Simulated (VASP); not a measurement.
Consider the following.

```xyz
2
Lattice="0.0000 2.5147 2.5147 2.5147 0.0000 2.5147 2.5147 2.5147 0.0000" Properties=species:S:1:pos:R:3 pbc="T T T"
Gd     0.0000     0.0000     0.0000
N      2.5147     2.5147     2.5147
```

The numbers are results of PBE GGA, VASP's PBE PAW potentials (set 64) (plane waves; VASP 6.6.1), not measurements. Settings: 520 eV cut-off, 13×13×13 Γ-centred mesh, first-order Methfessel-Paxton smearing of 0.10 eV, potentials Gd_3 N.

The 4f electrons are frozen in the core of the lanthanide potential, so 4f levels, which can set the real gap, and their magnetism are missing.

**Question.** Give the stress tensor in GPa (positive for a compressed cell).

**Answer.** 
```
-4.27   0.00   0.00
 0.00  -4.27   0.00
 0.00   0.00  -4.27
```
The pressure is its mean diagonal, -4.27 GPa.

The compound is GdN in the rock salt structure. This cell is one point of a volume scan, at 1.03 of the reference volume.
